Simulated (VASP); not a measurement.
# SnTe: what moves the LDA gap besides the functional

How far does the LDA gap of SnTe depend on mesh and cell? The starting structure is a measured crystal structure from the Crystallography Open Database. Cell and atoms stay as given unless a step says otherwise.

Main program and level: VASP 6.6.1; Kohn-Sham DFT with plane waves and PAW; LDA.

### 1. The structure

It takes space group Fm-3m (No. 225, cubic). The conventional cell has a = 6.320 Å, b = 6.320 Å, c = 6.320 Å, α = 90.00°, β = 90.00°, γ = 90.00°. Nearest to Te lie 6 Sn at 3.16 Å. Nearest to Sn lie 6 Te at 3.16 Å. Farther neighbours and most contacts between anions are not listed.

As a file:

```xyz
2
Lattice="0.0000 3.1600 3.1600 3.1600 0.0000 3.1600 3.1600 3.1600 0.0000" Properties=species:S:1:pos:R:3 pbc="T T T"
Te    3.1600    3.1600    3.1600
Sn    0.0000    0.0000    0.0000
```

### 2. Reference bands

File INCAR:

```
SYSTEM = SnTe
PREC = Accurate
ENCUT = 350
EDIFF = 1E-06
NELM = 100
ISMEAR = 0
SIGMA = 0.03
LREAL = .FALSE.
ALGO = Normal
GGA = CA
NBANDS = 22
LORBIT = 11
LWAVE = .FALSE.
LCHARG = .FALSE.
KPAR = 4
LASPH = .TRUE.
```

File POSCAR:

```
SnTe
1.0
    0.0000000000      3.1600000000      3.1600000000
    3.1600000000      0.0000000000      3.1600000000
    3.1600000000      3.1600000000      0.0000000000
Te Sn
1 1
Direct
    0.5000000000      0.5000000000      0.5000000000
    0.0000000000      0.0000000000      0.0000000000
```

File KPOINTS:

```
Automatic mesh
0
Gamma
6 6 6
0 0 0
```

File KPOINTS_OPT:

```
Line mode
10
Line-mode
Reciprocal
  0.00000000   0.00000000   0.00000000 GAMMA
  0.50000000   0.00000000   0.50000000 X

  0.50000000   0.00000000   0.50000000 X
  0.50000000   0.25000000   0.75000000 W

  0.50000000   0.25000000   0.75000000 W
  0.37500000   0.37500000   0.75000000 K

  0.37500000   0.37500000   0.75000000 K
  0.00000000   0.00000000   0.00000000 GAMMA

  0.00000000   0.00000000   0.00000000 GAMMA
  0.50000000   0.50000000   0.50000000 L

  0.50000000   0.50000000   0.50000000 L
  0.62500000   0.25000000   0.62500000 U

  0.62500000   0.25000000   0.62500000 U
  0.50000000   0.25000000   0.75000000 W

  0.50000000   0.25000000   0.75000000 W
  0.50000000   0.50000000   0.50000000 L

  0.50000000   0.50000000   0.50000000 L
  0.37500000   0.37500000   0.75000000 K

  0.62500000   0.25000000   0.62500000 U
  0.50000000   0.00000000   0.50000000 X
```

PAW data sets: Te and Sn_d (LDA family, release 64).

The run is started by

```console
$ mpirun -np 4 vasp_std
```

The program printed:

```text
[banner, memory and clock lines left out]
running    4 mpi-ranks, on    1 nodes
 distrk:  each k-point on    1 cores,    4 groups
 distr:  one band on    1 cores,    1 groups

 POSCAR found type information on POSCAR TeSn
 POSCAR found :  2 types and       2 ions
 LDA part: xc-table for (Slater(with rela. corr.)+CA(PZ))
 , standard interpolation
 POSCAR, INCAR and KPOINTS ok, starting setup
 FFT: planning ... GRIDC
 FFT: planning ... GRID_SOFT
 FFT: planning ... GRID
 WAVECAR not read
 entering main loop
       N       E                     dE             d eps       ncg     rms          rms(c)
DAV:   1     0.128594208080E+03    0.12859E+03   -0.73265E+03   748   0.822E+02
DAV:   2     0.481174435187E+01   -0.12378E+03   -0.11812E+03   752   0.276E+02
DAV:   3    -0.848339700562E+01   -0.13295E+02   -0.13231E+02   832   0.741E+01
DAV:   4    -0.887082202446E+01   -0.38743E+00   -0.38727E+00   834   0.132E+01
DAV:   5    -0.888457480522E+01   -0.13753E-01   -0.13752E-01   974   0.246E+00    0.485E+00
DAV:   6    -0.882330760053E+01    0.61267E-01   -0.10061E-01  1030   0.186E+00    0.312E+00
DAV:   7    -0.881885849717E+01    0.44491E-02   -0.36894E-02   908   0.787E-01    0.853E-01
DAV:   8    -0.881797095923E+01    0.88754E-03   -0.54773E-03   910   0.508E-01    0.138E-01
DAV:   9    -0.881798311523E+01   -0.12156E-04   -0.44490E-04   918   0.145E-01    0.395E-02
DAV:  10    -0.881797881555E+01    0.42997E-05   -0.38054E-05   952   0.378E-02    0.236E-02
DAV:  11    -0.881797816804E+01    0.64751E-06   -0.12953E-05   986   0.247E-02    0.174E-02
DAV:  12    -0.881797798710E+01    0.18094E-06   -0.13845E-06   684   0.633E-03
   1 F= -.88179780E+01 E0= -.88179493E+01  d E =-.573168E-04
 Start KPOINTS_OPT (optional k-point list driver)
k-point batch [1-16\100]
       N       E                     dE             ncg
DAV:   1    -0.364579264806E+02   -0.60672E+04      736
DAV:   2    -0.204737239049E+04   -0.20109E+04      742
DAV:   3    -0.226161569574E+04   -0.21424E+03      830
DAV:   4    -0.226824527438E+04   -0.66296E+01      876
DAV:   5    -0.226847888399E+04   -0.23361E+00      962
DAV:   6    -0.226848266353E+04   -0.37795E-02      928
DAV:   7    -0.226848274429E+04   -0.80758E-04     1022
DAV:   8    -0.226848274574E+04   -0.14493E-05      760
DAV:   9    -0.226848274583E+04   -0.92140E-07      586
[...]
k-point batch [97-100\100]
       N       E                     dE             ncg
DAV:   1     0.629072408413E+04   -0.21990E+04      176
DAV:   2     0.577221581957E+04   -0.51851E+03      190
DAV:   3     0.571825838527E+04   -0.53957E+02      224
DAV:   4     0.571678029827E+04   -0.14781E+01      264
DAV:   5     0.571673628560E+04   -0.44013E-01      200
DAV:   6     0.571673525631E+04   -0.10293E-02      248
DAV:   7     0.571673517903E+04   -0.77282E-04      246
DAV:   8     0.571673517872E+04   -0.30198E-06      232
```

The job ended after 7.4 s (4 MPI ranks of Intel Xeon 6975P-C (Granite Rapids), shared host; peak memory 0.55 GiB; 27 s of CPU time).

Lines that name or quote the potential files are left out of all logs, and their timing lines are given in words.

OUTCAR, selected parts (step 2):

```text
ion  position               nearest neighbor table
   1  0.500  0.500  0.500-   2 3.16   2 3.16   2 3.16   2 3.16   2 3.16   2 3.16
   2  0.000  0.000  0.000-   1 3.16   1 3.16   1 3.16   1 3.16   1 3.16   1 3.16

  LATTYP: Found a face centered cubic cell.
 ALAT       =     6.3200000000

 Subroutine GETGRP returns: Found 48 space group operations
 (whereof 48 operations were pure point group operations)

The static configuration has the point symmetry O_h .

 Found     16 irreducible k-points:

   k-points           NKPTS =     16   k-points in BZ     NKDIM =     16   number of bands    NBANDS=     22

   dimension x,y,z NGX =    28 NGY =   28 NGZ =   28
   dimension x,y,z NGXF=    56 NGYF=   56 NGZF=   56

   ENCUT  =  350.0 eV  25.72 Ry    5.07 a.u.   6.82  6.82  6.82*2*pi/ulx,y,z

   NELECT =      20.0000    total number of electrons

 k-points in reciprocal lattice and weights: Automatic mesh
   0.00000000  0.00000000  0.00000000       0.005
   0.16666667  0.00000000  0.00000000       0.037
   0.33333333  0.00000000  0.00000000       0.037
   0.50000000  0.00000000  0.00000000       0.019
   0.16666667  0.16666667  0.00000000       0.028
   0.33333333  0.16666667  0.00000000       0.111
   0.50000000  0.16666667  0.00000000       0.111
  -0.33333333  0.16666667  0.00000000       0.111
  -0.16666667  0.16666667  0.00000000       0.056
[...]
-0.33333333  0.33333333  0.16666667       0.111
  -0.33333333  0.50000000  0.16666667       0.056

 average (electrostatic) potential at core
       1 -88.8066       2-100.5469

 E-fermi :   6.6221

 k-point     1 :       0.0000    0.0000    0.0000
  band No.  band energies     occupation
    ...
      6      -6.1323      2.00000
      7       1.7922      2.00000
      8       4.5240      2.00000
      9       4.5240      2.00000
     10       4.5240      2.00000
     11       9.8880      0.00000
     12       9.8880      0.00000
     13       9.8880      0.00000
     14      11.4165      0.00000
     15      11.4165      0.00000
    ...

 k-point     2 :       0.1667    0.0000    0.0000
  band No.  band energies     occupation
    ...
      6      -5.9043      2.00000
      7       0.7432      2.00000
      8       4.5693      2.00000
      9       4.5693      2.00000
     10       5.2079      2.00000
     11       8.8791      0.00000
     12       8.8791      0.00000
     13       8.9014      0.00000
     14      11.3767      0.00000
     15      11.9670      0.00000
    ...

 k-point     3 :       0.3333    0.0000    0.0000
  band No.  band energies     occupation
    ...
      6      -5.3119      2.00000
      7      -0.8791      2.00000
      8       4.7304      2.00000
      9       4.7304      2.00000
     10       5.9706      2.00000
     11       7.5534      0.00000
     12       7.5534      0.00000
     13       7.5688      0.00000
     14      12.4541      0.00000
     15      13.4708      0.00000
    ...

  Total       -0.8227016     -0.8227016     -0.8227016     -0.0000000      0.0000000      0.0000000
  in kB      -20.8863082    -20.8863082    -20.8863082     -0.0000000      0.0000000      0.0000000
  external PRESSURE =     -20.8863082 kB  Pullay stress =       0.0000000 kB

  energy-cutoff  :      350.00
  volume of cell :       63.11
      direct lattice vectors                 reciprocal lattice vectors
     0.000000000  3.160000000  3.160000000    -0.158227848  0.158227848  0.158227848
     3.160000000  0.000000000  3.160000000     0.158227848 -0.158227848  0.158227848
     3.160000000  3.160000000  0.000000000     0.158227848  0.158227848 -0.158227848

 POSITION                                       TOTAL-FORCE (eV/Angst)
 -----------------------------------------------------------------------------------
      3.16000      3.16000      3.16000        -0.000000      0.000000      0.000000
      0.00000      0.00000      0.00000         0.000000      0.000000     -0.000000
 -----------------------------------------------------------------------------------
    total drift:                               -0.000000      0.000000      0.000000

  FREE ENERGIE OF THE ION-ELECTRON SYSTEM (eV)
  ---------------------------------------------------
  free  energy   TOTEN  =        -8.8179779871 eV

  energy  without entropy=       -8.8179206703  energy(sigma->0) =       -8.81794933

 total charge
# of ion       s       p       d       tot
------------------------------------------
    1        1.397   1.958   0.030   3.385
    2        1.369   0.752   9.979  12.100
--------------------------------------------------
tot          2.766   2.710  10.009  15.485

[... 3 further parts left out ...]
```

Spin-orbit coupling is off here; with elements this heavy it can split and shift levels by tenths of an eV. At this level the cell is under a tension of 2.1 GPa, so at these settings it is away from equilibrium.

The reference gap is 0.093 eV.

### 3. Bands with cell and atoms relaxed by LDA

Against step 2 the input has another starting structure. The cell comes from a relaxation at this level, not shown (60.68 Å³).

INCAR is that of step 2.

File POSCAR:

```
SnTe
1.0
    0.0000000000      3.1190037542      3.1190037542
    3.1190037542      0.0000000000      3.1190037542
    3.1190037542      3.1190037542      0.0000000000
Te Sn
1 1
Direct
    0.5000000000      0.5000000000      0.5000000000
    0.0000000000      0.0000000000      0.0000000000
```

KPOINTS is that of step 2.

KPOINTS_OPT is that of step 2.

The run is started by

```console
$ mpirun -np 4 vasp_std
```

The program printed:

```text
[... set-up lines as in an earlier step ...]
 entering main loop
       N       E                     dE             d eps       ncg     rms          rms(c)
DAV:   1     0.136930981011E+03    0.13693E+03   -0.70946E+03   800   0.803E+02
DAV:   2     0.632605388821E+01   -0.13060E+03   -0.12495E+03   778   0.304E+02
DAV:   3    -0.843635765875E+01   -0.14762E+02   -0.14696E+02   856   0.780E+01
DAV:   4    -0.887562628792E+01   -0.43927E+00   -0.43914E+00   824   0.141E+01
[...]
DAV:  10    -0.883259687988E+01   -0.73822E-05   -0.39190E-05   954   0.384E-02    0.224E-02
DAV:  11    -0.883259468459E+01    0.21953E-05   -0.14305E-05  1002   0.291E-02    0.121E-02
DAV:  12    -0.883259457414E+01    0.11045E-06   -0.10320E-06   670   0.430E-03
   1 F= -.88325946E+01 E0= -.88325946E+01  d E =-.440004E-08
 Start KPOINTS_OPT (optional k-point list driver)
k-point batch [1-16\100]
       N       E                     dE             ncg
DAV:   1     0.133868252572E+03   -0.60033E+04      756
DAV:   2    -0.191595334227E+04   -0.20498E+04      756
DAV:   3    -0.212848153397E+04   -0.21253E+03      838
DAV:   4    -0.213487351033E+04   -0.63920E+01      860
DAV:   5    -0.213509263428E+04   -0.21912E+00      982
DAV:   6    -0.213509563754E+04   -0.30033E-02      870
DAV:   7    -0.213509579730E+04   -0.15976E-03     1028
DAV:   8    -0.213509579919E+04   -0.18858E-05      766
DAV:   9    -0.213509579928E+04   -0.91802E-07      582
[...]
k-point batch [97-100\100]
       N       E                     dE             ncg
DAV:   1     0.654863761679E+04   -0.21269E+04      202
DAV:   2     0.604140546638E+04   -0.50723E+03      194
DAV:   3     0.598675682344E+04   -0.54649E+02      236
DAV:   4     0.598528516002E+04   -0.14717E+01      206
DAV:   5     0.598523409941E+04   -0.51061E-01      256
DAV:   6     0.598523320850E+04   -0.89091E-03      216
DAV:   7     0.598523320094E+04   -0.75555E-05      270
DAV:   8     0.598523320089E+04   -0.55170E-07      188
```

Run time: 7.2 s. Hardware: 4 MPI ranks; peak memory 0.57 GiB; 27 s of CPU time.

From OUTCAR (step 3):

```text
  Total       -0.0827197     -0.0827197     -0.0827197     -0.0000000     -0.0000000     -0.0000000
  in kB       -2.1839465     -2.1839465     -2.1839465     -0.0000000     -0.0000000     -0.0000000
  external PRESSURE =      -2.1839465 kB  Pullay stress =       0.0000000 kB

 POSITION                                       TOTAL-FORCE (eV/Angst)
 -----------------------------------------------------------------------------------
      3.11900      3.11900      3.11900        -0.000000      0.000000      0.000000
      0.00000      0.00000      0.00000         0.000000     -0.000000     -0.000000
 -----------------------------------------------------------------------------------
    total drift:                               -0.000000      0.000000      0.000000

  FREE ENERGIE OF THE ION-ELECTRON SYSTEM (eV)
  ---------------------------------------------------
  free  energy   TOTEN  =        -8.8325945741 eV

  energy  without entropy=       -8.8325945697  energy(sigma->0) =       -8.83259457

[... 1 part as in an earlier step ...]

[... 2 further parts left out ...]
[key lines of the parts left out:]
E-fermi :   7.1568
```

With cell and atoms relaxed by LDA the gap is 0.155 eV, +0.062 eV from the reference.

### 4. Bands with an 8×8×8 mesh

Against step 2 the input has an 8×8×8 mesh.

INCAR is that of step 3.

File POSCAR:

```
SnTe
1.0
    0.0000000000      3.1600000000      3.1600000000
    3.1600000000      0.0000000000      3.1600000000
    3.1600000000      3.1600000000      0.0000000000
Te Sn
1 1
Direct
    0.5000000000      0.5000000000      0.5000000000
    0.0000000000      0.0000000000      0.0000000000
```

File KPOINTS:

```
Automatic mesh
0
Gamma
8 8 8
0 0 0
```

KPOINTS_OPT is that of step 3.

The run is started by

```console
$ mpirun -np 4 vasp_std
```

The program printed:

```text
[... set-up lines as in an earlier step ...]
 entering main loop
       N       E                     dE             d eps       ncg     rms          rms(c)
DAV:   1     0.126199582272E+03    0.12620E+03   -0.72099E+03  1386   0.802E+02
DAV:   2     0.463421636795E+01   -0.12157E+03   -0.11607E+03  1378   0.275E+02
DAV:   3    -0.848069519305E+01   -0.13115E+02   -0.13054E+02  1556   0.729E+01
DAV:   4    -0.886975767741E+01   -0.38906E+00   -0.38894E+00  1510   0.133E+01
[...]
DAV:  10    -0.881584437670E+01   -0.64280E-05   -0.31144E-05  1564   0.258E-02    0.222E-02
DAV:  11    -0.881584189972E+01    0.24770E-05   -0.14572E-05  1820   0.263E-02    0.140E-02
DAV:  12    -0.881584185826E+01    0.41460E-07   -0.16932E-06  1458   0.564E-03
   1 F= -.88158419E+01 E0= -.88158306E+01  d E =-.225701E-04
 Start KPOINTS_OPT (optional k-point list driver)
k-point batch [1-29\100]
       N       E                     dE             ncg
DAV:   1    -0.181447649989E+03   -0.12975E+05     1352
DAV:   2    -0.374965186924E+04   -0.35682E+04     1348
DAV:   3    -0.412321410441E+04   -0.37356E+03     1598
DAV:   4    -0.413422556997E+04   -0.11011E+02     1546
DAV:   5    -0.413460109711E+04   -0.37553E+00     1760
DAV:   6    -0.413461091031E+04   -0.98132E-02     1672
DAV:   7    -0.413461123348E+04   -0.32317E-03     1894
DAV:   8    -0.413461123539E+04   -0.19082E-05     1316
DAV:   9    -0.413461123554E+04   -0.14359E-06     1120
[...]
k-point batch [88-100\100]
       N       E                     dE             ncg
DAV:   1     0.779589517610E+04   -0.70239E+04      598
DAV:   2     0.615725898872E+04   -0.16386E+04      610
DAV:   3     0.598363132967E+04   -0.17363E+03      694
DAV:   4     0.597893421783E+04   -0.46971E+01      712
DAV:   5     0.597877877488E+04   -0.15544E+00      714
DAV:   6     0.597877355628E+04   -0.52186E-02      776
DAV:   7     0.597877344624E+04   -0.11004E-03      820
DAV:   8     0.597877344525E+04   -0.98823E-06      648
```

Wall time 8.6 s (4 MPI ranks); peak memory 0.62 GiB.

OUTCAR, selected parts (step 4):

```text
  Total       -0.7903721     -0.7903721     -0.7903721      0.0000000      0.0000000     -0.0000000
  in kB      -20.0655438    -20.0655438    -20.0655438      0.0000000      0.0000000     -0.0000000
  external PRESSURE =     -20.0655438 kB  Pullay stress =       0.0000000 kB

 POSITION                                       TOTAL-FORCE (eV/Angst)
 -----------------------------------------------------------------------------------
      3.16000      3.16000      3.16000         0.000000      0.000000      0.000000
      0.00000      0.00000      0.00000        -0.000000     -0.000000     -0.000000
 -----------------------------------------------------------------------------------
    total drift:                               -0.000000      0.000000      0.000000

  FREE ENERGIE OF THE ION-ELECTRON SYSTEM (eV)
  ---------------------------------------------------
  free  energy   TOTEN  =        -8.8158418583 eV

  energy  without entropy=       -8.8158192881  energy(sigma->0) =       -8.81583057

[... 1 part as in an earlier step ...]

[... 2 further parts left out ...]
[key lines of the parts left out:]
E-fermi :   6.6256
```

With an 8×8×8 mesh the gap is 0.094 eV, +0.001 eV from the reference.

### 5. All runs side by side

| run | gap (eV) | change (eV) | core minutes |
| --- | --- | --- | --- |
| reference | 0.093 | - | 0.493 |
| cell and atoms relaxed by LDA | 0.155 | 0.062 | 0.48 |
| an 8×8×8 mesh | 0.094 | 0.001 | 0.573 |

Core minutes are wall time times ranks of the run shown, on a shared host.

### 6. Summary of results

| Item | Value |
| --- | --- |
| reference gap | 0.093 eV |
| gap with cell and atoms relaxed by LDA | 0.155 eV |
| gap with an 8×8×8 mesh | 0.094 eV |

What this shows: Among the runs that read a gap along the path, the one with cell and atoms relaxed by LDA moves it most, by +0.062 eV. On finer settings it changes by +0.001 eV with an 8×8×8 mesh. The functional's own error isn't tested here. Further runs on this material are not shown.

[Lines on the potential files, build, host, timing and source positions are cut from VASP's logs without a mark.]

[Logs are printed without paths, hosts, clocks, repeated set-up lines and the standing remarks that a program may print on its own settings, such as how far it seeks lower states.]

[Hosts, paths, dates, database ids (printed as entryN), source tags and the programs' standing remarks are cut or masked in the printed files.]
